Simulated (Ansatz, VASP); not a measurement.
# AlGaN2: VASP beside Ansatz

Aim: how closely do two programs agree when they are given the same cell, functional and k mesh? The cell is generated by rule, not measured, and may not be a known phase. The cell is taken from a series of runs on this material, whose earlier steps may have relaxed, scaled, displaced or heated it; both programs get it as it stands.

Program: Ansatz 0.2.0. Level of theory: plane waves, with VASP 6.6.1 beside it; zone-centre phonons at LDA. Results are calculated unless marked as measured.

The structure was built from a prototype and need not be the compound's stable phase.

## 1. The starting structure

The structure is trigonal, space group P3m1 (No. 156). Conventional cell: a = 3.119 Å, b = 3.119 Å, c = 5.053 Å, α = 90.00°, β = 90.00°, γ = 120.00°. Ga has 4 N at 1.92 to 1.94 Å nearest. Nearest to N lie 3 Al at 1.89 Å and 1 Ga at 1.94 Å. N has 1 Al at 1.88 Å and 3 Ga at 1.92 Å nearest. Al has 4 N at 1.88 to 1.89 Å nearest. Farther neighbours and most contacts between anions are not listed.

## 2. VASP: zone-centre phonons, LDA

Second derivatives magnify differences that forces hide, and they need a tight electronic threshold.

Lines of VASP's logs that name or quote its potential files are left out, and so is its time.

INCAR reads:

```
SYSTEM = AlGaN2
PREC = Accurate
ENCUT = 600
EDIFF = 1E-08
NELM = 120
ISMEAR = 0
SIGMA = 0.01
LREAL = .FALSE.
ALGO = Normal
GGA = CA
NBANDS = 19
LORBIT = 11
LWAVE = .FALSE.
LCHARG = .FALSE.
ISIF = 2
IBRION = 8
LEPSILON = .TRUE.
LASPH = .TRUE.
GGA_COMPAT = .FALSE.
EFERMI = MIDGAP
KPAR = 2
```

POSCAR reads:

```
AlGaN2
1.0
    3.1190086489      0.0000000000      0.0000000000
   -1.5595043245      2.7011407246      0.0000000000
    0.0000000000      0.0000000000      5.0527483055
Ga N Al
1 2 1
Direct
    0.3333333333      0.6666666667      0.0009139633
    0.3333333333      0.6666666667      0.3852178764
    0.6666666667      0.3333333333      0.8712603493
    0.6666666667      0.3333333333      0.4986078111
```

KPOINTS reads:

```
Automatic mesh
0
Gamma
9 9 6
0 0 0
```

Potentials, in the order of the species: Ga_d, N and Al (LDA family, release 64).

Run with:

```sh
mpirun -np 2 vasp_std
```

Numbers of over 12 decimals in the logs are rounded to 6 here.

Output:

```text
[banner, memory and clock lines left out]
running    2 mpi-ranks, on    1 nodes
 distrk:  each k-point on    1 cores,    2 groups
 distr:  one band on    1 cores,    1 groups

 POSCAR found type information on POSCAR GaN Al
 POSCAR found :  3 types and       4 ions
 LDA part: xc-table for (Slater(with rela. corr.)+CA(PZ))
 , standard interpolation
 POSCAR, INCAR and KPOINTS ok, starting setup
 FFT: planning ... GRIDC
 FFT: planning ... GRID_SOFT
 FFT: planning ... GRID
 WAVECAR not read
 entering main loop
       N       E                     dE             d eps       ncg     rms          rms(c)
DAV:   1     0.207022861742E+03    0.20702E+03   -0.14106E+04  2417   0.228E+03
DAV:   2    -0.104655701083E+02   -0.21749E+03   -0.20656E+03  2624   0.475E+02
DAV:   3    -0.343711285722E+02   -0.23906E+02   -0.23613E+02  2719   0.127E+02
DAV:   4    -0.350890808998E+02   -0.71795E+00   -0.71594E+00  3231   0.224E+01
DAV:   5    -0.350980735711E+02   -0.89927E-02   -0.89891E-02  2850   0.237E+00    0.116E+01
DAV:   6    -0.304183023272E+02    0.46798E+01   -0.17375E+01  3542   0.571E+01    0.392E+00
DAV:   7    -0.304079940061E+02    0.10308E-01   -0.10574E+00  2665   0.830E+00    0.263E+00
DAV:   8    -0.303550732074E+02    0.52921E-01   -0.18921E-01  3317   0.456E+00    0.785E-01
DAV:   9    -0.303447238306E+02    0.10349E-01   -0.38450E-02  3358   0.323E+00    0.303E-01
DAV:  10    -0.303449920169E+02   -0.26819E-03   -0.57830E-03  2906   0.580E-01    0.924E-02
DAV:  11    -0.303449649134E+02    0.27103E-04   -0.23812E-04  3133   0.160E-01    0.311E-02
DAV:  12    -0.303449634676E+02    0.14458E-05   -0.29574E-05  2924   0.617E-02    0.191E-02
DAV:  13    -0.303449630614E+02    0.40625E-06   -0.31802E-06  3235   0.175E-02    0.111E-02
DAV:  14    -0.303449623631E+02    0.69826E-06   -0.33986E-06  3314   0.285E-02    0.220E-03
DAV:  15    -0.303449623880E+02   -0.24873E-07   -0.32832E-07  2713   0.441E-03    0.883E-04
DAV:  16    -0.303449623849E+02    0.31273E-08   -0.10711E-08  1794   0.936E-04
   1 F= -.30344962E+02 E0= -.30344962E+02  d E =0.000000E+00
 Linear response reoptimize wavefunctions to high precision
DAV:   1    -0.303449623848E+02    0.18190E-10   -0.44032E-09  2615   0.512E-04
DAV:   2    -0.303449623849E+02   -0.22283E-10   -0.27951E-10  1526   0.139E-04
 Linear response G [H, r] |phi>, progress :
  Direction:   1
       N       E                     dE             d eps       ncg     rms
RMM:   1    -0.669376195829E+02   -0.66938E+02    0.17180E+02  2769   0.296E+02
RMM:   2    -0.740161902731E+02   -0.70786E+01   -0.19367E+02  4716   0.781E+01
RMM:   3    -0.762135086682E+02   -0.21973E+01   -0.13627E+01  5072   0.234E+01
RMM:   4    -0.763180132431E+02   -0.10450E+00   -0.13286E+00  5193   0.591E+00
RMM:   5    -0.763272729277E+02   -0.92597E-02   -0.77665E-02  5281   0.167E+00
RMM:   6    -0.763281953432E+02   -0.92242E-03    0.43528E-02  5264   0.575E-01
RMM:   7    -0.763346645057E+02   -0.64692E-02   -0.81600E-04  5340   0.192E-01
RMM:   8    -0.763348396611E+02   -0.17516E-03    0.16856E-04  5300   0.751E-02
RMM:   9    -0.763348770839E+02   -0.37423E-04    0.26252E-04  5393   0.284E-02
RMM:  10    -0.763349068171E+02   -0.29733E-04    0.77890E-05  5276   0.128E-02
RMM:  11    -0.763349151051E+02   -0.82880E-05    0.12728E-05  5149   0.637E-03
RMM:  12    -0.763349158777E+02   -0.77262E-06    0.37327E-06  4804   0.425E-03
RMM:  13    -0.763349169441E+02   -0.10663E-05   -0.65536E-06  4495   0.345E-03
RMM:  14    -0.763349163994E+02    0.54464E-06   -0.18767E-06  4182   0.323E-03
RMM:  15    -0.763349167662E+02   -0.36675E-06    0.53836E-06  3956   0.312E-03
RMM:  16    -0.763349159712E+02    0.79496E-06    0.10646E-05  3751   0.308E-03
RMM:  17    -0.763349163968E+02   -0.42557E-06    0.39010E-06  3611   0.307E-03
 Linear response G [H, r] |phi>, progress :
  Direction:   2
       N       E                     dE             d eps       ncg     rms
RMM:   1    -0.655241551508E+02   -0.65524E+02    0.15742E+02  2797   0.297E+02
RMM:   2    -0.745861985233E+02   -0.90620E+01   -0.17872E+02  4696   0.769E+01
RMM:   3    -0.763622313722E+02   -0.17760E+01   -0.11720E+01  5069   0.232E+01
RMM:   4    -0.764377833506E+02   -0.75552E-01   -0.73430E-01  5239   0.552E+00
RMM:   5    -0.764573223843E+02   -0.19539E-01   -0.28532E-02  5279   0.147E+00
RMM:   6    -0.764555750753E+02    0.17473E-02    0.59060E-02  5267   0.468E-01
RMM:   7    -0.764624792757E+02   -0.69042E-02   -0.13964E-03  5349   0.157E-01
RMM:   8    -0.764623887067E+02    0.90569E-04    0.67171E-04  5324   0.588E-02
RMM:   9    -0.764624734502E+02   -0.84743E-04    0.19131E-05  5360   0.235E-02
RMM:  10    -0.764624686079E+02    0.48422E-05    0.12415E-04  5311   0.107E-02
RMM:  11    -0.764624872881E+02   -0.18680E-04   -0.49715E-05  5125   0.575E-03
RMM:  12    -0.764624839613E+02    0.33268E-05   -0.12904E-05  4736   0.401E-03
RMM:  13    -0.764624870746E+02   -0.31134E-05   -0.42775E-05  4423   0.331E-03
[...]
RMM:   5    -0.173961442538E+00    0.13389E-03   -0.66473E-05  5049   0.541E-02    0.474E-03
RMM:   6    -0.173976187557E+00   -0.14745E-04   -0.35024E-06  4954   0.170E-02    0.218E-03
RMM:   7    -0.173981980232E+00   -0.57927E-05    0.22688E-07  5197   0.635E-03    0.433E-04
RMM:   8    -0.173982170892E+00   -0.19066E-06    0.35933E-07  5221   0.235E-03    0.178E-04
[...]
RMM:   7    -0.246083790786E+00    0.41881E-05   -0.24078E-07  4636   0.435E-03    0.875E-04
RMM:   8    -0.246080820918E+00    0.29699E-05   -0.37882E-08  4813   0.152E-03    0.408E-04
RMM:   9    -0.246079858747E+00    0.96217E-06   -0.80844E-09  5027   0.492E-04    0.150E-04
RMM:  10    -0.246079739452E+00    0.11929E-06   -0.79775E-09  5047   0.239E-04    0.298E-05
RMM:  11    -0.246079767654E+00   -0.28201E-07   -0.78024E-09  5001   0.124E-04    0.115E-05
RMM:  12    -0.246079789036E+00   -0.21382E-07   -0.80880E-09  5054   0.861E-05    0.567E-06
RMM:  13    -0.246079798520E+00   -0.94839E-08   -0.82260E-09  5234   0.731E-05    0.879E-07
 first order change of Fermi-energy  -0.64365E+00
 force on displaced ion       2 direction 3 :   0.000  -0.000 -18.858
 Born effective charge ion    2 direction 3 :   0.000  -0.000  -2.708
 Linear response progress:
  Degree of freedom:   5/  8
       N       E                     dE             d eps       ncg     rms          rms(c)
RMM:   1    -0.238398393909E+00   -0.23840E+00    0.85166E-02 22991   0.383E+00
RMM:   2    -0.228212503572E+00    0.10186E-01   -0.98482E-03 16441   0.100E+00    0.151E-01
RMM:   3    -0.229505524749E+00   -0.12930E-02   -0.21388E-03 19270   0.349E-01    0.738E-02
RMM:   4    -0.230888160324E+00   -0.13826E-02   -0.64509E-04 18831   0.160E-01    0.173E-02
RMM:   5    -0.230881174571E+00    0.69858E-05   -0.23168E-05 19654   0.353E-02    0.106E-02
RMM:   6    -0.230843144090E+00    0.38030E-04   -0.26771E-06 19040   0.123E-02    0.106E-03
RMM:   7    -0.230855288502E+00   -0.12144E-04   -0.12678E-07 20069   0.318E-03    0.740E-04
RMM:   8    -0.230854565246E+00    0.72326E-06   -0.33082E-08 19185   0.885E-04    0.700E-05
RMM:   9    -0.230854275208E+00    0.29004E-06   -0.25344E-08 20336   0.297E-04    0.362E-05
RMM:  10    -0.230853953092E+00    0.32212E-06   -0.37273E-08 20073   0.141E-04    0.811E-06
RMM:  11    -0.230853975077E+00   -0.21986E-07   -0.61301E-08 20925   0.974E-05    0.154E-06
RMM:  12    -0.230853951962E+00    0.23115E-07   -0.12845E-08 20392   0.839E-05    0.391E-07
RMM:  13    -0.230853954017E+00   -0.20549E-08   -0.59848E-08 19192   0.797E-05    0.361E-07
 first order change of Fermi-energy  -0.49468E+00
 force on displaced ion       3 direction 1 : -15.095  -0.000  -0.000
 Born effective charge ion    3 direction 1 :  -2.630   0.000  -0.000
 Linear response progress:
  Degree of freedom:   6/  8
       N       E                     dE             d eps       ncg     rms          rms(c)
RMM:   1    -0.250202239009E+00   -0.25020E+00    0.19193E-01  5556   0.329E+00
RMM:   2    -0.247687256773E+00    0.25150E-02   -0.84736E-03  4262   0.754E-01    0.173E-01
RMM:   3    -0.248191914088E+00   -0.50466E-03   -0.22370E-03  4688   0.315E-01    0.809E-02
RMM:   4    -0.249273007433E+00   -0.10811E-02   -0.72010E-04  4808   0.147E-01    0.237E-02
RMM:   5    -0.249448743811E+00   -0.17574E-03   -0.28594E-05  4903   0.384E-02    0.911E-03
RMM:   6    -0.249518143297E+00   -0.69399E-04   -0.35336E-06  5044   0.131E-02    0.204E-03
RMM:   7    -0.249521422367E+00   -0.32791E-05   -0.41344E-07  4657   0.546E-03    0.767E-04
RMM:   8    -0.249517429525E+00    0.39928E-05   -0.44673E-08  4926   0.172E-03    0.418E-04
RMM:   9    -0.249516629459E+00    0.80007E-06   -0.17480E-08  5027   0.601E-04    0.116E-04
RMM:  10    -0.249516938705E+00   -0.30925E-06   -0.20400E-08  5060   0.262E-04    0.457E-05
RMM:  11    -0.249517004076E+00   -0.65371E-07   -0.11375E-08  5001   0.133E-04    0.193E-05
RMM:  12    -0.249516985140E+00    0.18936E-07   -0.54748E-08  5115   0.105E-04    0.527E-06
RMM:  13    -0.249516984437E+00    0.70362E-09    0.18751E-07  5096   0.905E-05    0.108E-06
RMM:  14    -0.249516984164E+00    0.27240E-09   -0.17577E-08  5243   0.834E-05    0.706E-07
 first order change of Fermi-energy   0.24031E+00
 force on displaced ion       3 direction 3 :  -0.000   0.000 -20.639
 Born effective charge ion    3 direction 3 :   0.000   0.000  -2.656
 Linear response progress:
  Degree of freedom:   7/  8
       N       E                     dE             d eps       ncg     rms          rms(c)
RMM:   1    -0.669349617446E-02   -0.66935E-02    0.50518E-04 22209   0.691E-01
RMM:   2    -0.581843977074E-02    0.87506E-03   -0.66131E-04 17245   0.186E-01    0.876E-02
RMM:   3    -0.570899939671E-02    0.10944E-03   -0.12371E-04 19675   0.720E-02    0.485E-02
RMM:   4    -0.571408844310E-02   -0.50890E-05   -0.61703E-05 18235   0.448E-02    0.837E-03
RMM:   5    -0.571231847626E-02    0.17700E-05   -0.32556E-06 19934   0.129E-02    0.248E-03
RMM:   6    -0.571056370556E-02    0.17548E-05   -0.25566E-07 19355   0.304E-03    0.769E-04
RMM:   7    -0.570886418001E-02    0.16995E-05   -0.78032E-08 19443   0.103E-03    0.140E-04
RMM:   8    -0.570905657478E-02   -0.19239E-06   -0.25049E-10 19876   0.349E-04    0.822E-05
RMM:   9    -0.570902792500E-02    0.28650E-07   -0.22736E-09 20205   0.114E-04    0.174E-05
RMM:  10    -0.570906073817E-02   -0.32813E-07    0.33489E-09 20007   0.509E-05    0.985E-06
RMM:  11    -0.570905853812E-02    0.22001E-08    0.25168E-09 20722   0.264E-05    0.314E-06
 first order change of Fermi-energy  -0.18573E+00
 force on displaced ion       4 direction 1 : -15.601  -0.000  -0.000
 Born effective charge ion    4 direction 1 :   2.496  -0.000   0.000
 Linear response progress:
  Degree of freedom:   8/  8
       N       E                     dE             d eps       ncg     rms          rms(c)
RMM:   1    -0.148343906427E-01   -0.14834E-01    0.37881E-02  5547   0.151E+00
RMM:   2    -0.115483665555E-01    0.32860E-02   -0.27443E-03  4420   0.530E-01    0.119E-01
RMM:   3    -0.112815852182E-01    0.26678E-03   -0.58054E-04  4606   0.234E-01    0.513E-02
RMM:   4    -0.112080511485E-01    0.73534E-04   -0.12889E-04  5000   0.816E-02    0.263E-02
RMM:   5    -0.111688918052E-01    0.39159E-04   -0.44175E-05  4990   0.407E-02    0.566E-03
RMM:   6    -0.111628435487E-01    0.60483E-05   -0.44090E-06  4941   0.119E-02    0.183E-03
RMM:   7    -0.111610095419E-01    0.18340E-05   -0.51378E-07  5088   0.362E-03    0.659E-04
RMM:   8    -0.111611303222E-01   -0.12078E-06   -0.65092E-08  5008   0.114E-03    0.168E-04
RMM:   9    -0.111611289306E-01    0.13916E-08   -0.30491E-08  5102   0.357E-04    0.813E-05
 first order change of Fermi-energy  -0.13865E+01
 force on displaced ion       4 direction 3 :   0.000   0.000 -22.243
 Born effective charge ion    4 direction 3 :   0.000  -0.000   2.795
 Born effective charges drift removed
 Linear response finished
```

(Part 1 of 3 ends here.)

[Lines on the potential files, build, host, timing and source positions are cut from VASP's logs without a mark.]

[Logs are printed without paths, hosts, clocks, repeated set-up lines and the standing remarks that a program may print on its own settings, such as how far it seeks lower states.]

[Hosts, paths, dates, database ids (printed as entryN), source tags and the programs' standing remarks are cut or masked in the printed files.]
